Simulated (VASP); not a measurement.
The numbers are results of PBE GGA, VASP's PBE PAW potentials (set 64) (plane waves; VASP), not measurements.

The input files of a VASP run:

### KPOINTS
```
Automatic mesh
0
Gamma
7 7 5
0 0 0
```

**INCAR**
```
SYSTEM = Cl
PREC = Accurate
ENCUT = 400
EDIFF = 1E-6
NELM = 100
ALGO = Fast
LREAL = .FALSE.
LASPH = .TRUE.
ISMEAR = 0
SIGMA = 0.05
GGA = PE
LWAVE = .FALSE.
LCHARG = .FALSE.
ISIF = 2
```

**POSCAR**
```
Cl
1
    1.5200000000    -4.8064230000     0.0000000000
    1.5200000000     4.8064230000     0.0000000000
    0.0000000000     0.0000000000     4.0149550000
Cl
4
Direct
  0.3983200000   0.6016800000   0.5805600000
  0.6016800000   0.3983200000   0.4194400000
  0.8983200000   0.1016800000   0.9194400000
  0.1016800000   0.8983200000   0.0805600000
```

POTCAR, in this order: Cl (PBE.64 set). Program: vasp_std.

Output

OSZICAR:
```
       N       E                     dE             d eps       ncg     rms          rms(c)
DAV:   1     0.171725864626E+03    0.17173E+03   -0.12355E+04  1728   0.116E+03
DAV:   2     0.133399879594E+02   -0.15839E+03   -0.15596E+03  2528   0.238E+02
DAV:   3     0.553146951921E+01   -0.78085E+01   -0.76218E+01  2092   0.609E+01
DAV:   4     0.539380968505E+01   -0.13766E+00   -0.13746E+00  2266   0.841E+00
DAV:   5     0.539193745676E+01   -0.18722E-02   -0.18715E-02  2066   0.978E-01    0.607E+01
RMM:   6     0.542268961771E+01    0.30752E-01   -0.32050E-02  1797   0.120E+00    0.359E+01
RMM:   7     0.542669326410E+01    0.40036E-02   -0.64043E-02  1893   0.170E+00    0.583E-01
RMM:   8     0.542701751702E+01    0.32425E-03   -0.59136E-03  2008   0.551E-01    0.185E-01
RMM:   9     0.542699683631E+01   -0.20681E-04   -0.13436E-03  2076   0.244E-01    0.563E-02
RMM:  10     0.542698333372E+01   -0.13503E-04   -0.19510E-04  2139   0.914E-02    0.321E-02
RMM:  11     0.542698557068E+01    0.22370E-05   -0.35026E-05  1994   0.434E-02    0.115E-02
RMM:  12     0.542698427363E+01   -0.12971E-05   -0.73146E-06  1698   0.182E-02    0.630E-03
RMM:  13     0.542698429865E+01    0.25027E-07   -0.14352E-06  1196   0.903E-03
   1 F= 0.54269843E+01 E0= 0.54274600E+01  d E =-.951381E-03
```

File OUTCAR:
```
------------------------ aborting loop because EDIFF is reached ----------------------------------------
  FORCE on cell =-STRESS in cart. coord.  units (eV):
  Direction    XX          YY          ZZ          XY          YZ          ZX
  --------------------------------------------------------------------------------------
  Total       33.4727730     22.2360001     28.3819270      0.0000000     -0.0000000      0.0000000
  in kB      914.1680116    607.2828197    775.1329646      0.0000000     -0.0000000      0.0000000
  external PRESSURE =     765.5279320 kB  Pullay stress =       0.0000000 kB
  volume of cell :       58.66
      direct lattice vectors                 reciprocal lattice vectors
     1.520000000 -4.806423000  0.000000000     0.328947368 -0.104027465  0.000000000
     1.520000000  4.806423000  0.000000000     0.328947368  0.104027465  0.000000000
     0.000000000  0.000000000  4.014955000     0.000000000  0.000000000  0.249068794
 POSITION                                       TOTAL-FORCE (eV/Angst)
 -----------------------------------------------------------------------------------
      1.52000      0.97743      2.33092         0.000000      4.798714     -5.879039
      1.52000     -0.97743      1.68403         0.000000     -4.798714      5.879039
      1.52000     -3.82899      3.69151         0.000000      4.798714      5.879039
      1.52000      3.82899      0.32344         0.000000     -4.798714     -5.879039
 -----------------------------------------------------------------------------------
    total drift:                                0.000000     -0.000000     -0.000000
  FREE ENERGIE OF THE ION-ELECTRON SYSTEM (eV)
  ---------------------------------------------------
  free  energy   TOTEN  =         5.4269842987 eV

  energy  without entropy=        5.4279356798  energy(sigma->0) =        5.42745999
```
(Selected blocks of OUTCAR.)

The structure was generated: Cl was put into the black-P type (Cmce), which need not be its known phase. The cell was not relaxed at this level. The k-mesh is coarse (spacing up to 0.31 per Å, 2π included), so the numbers may not be converged in it. The run is one of a series of settings (ALGO = Fast against the base run), some of them coarse on purpose.
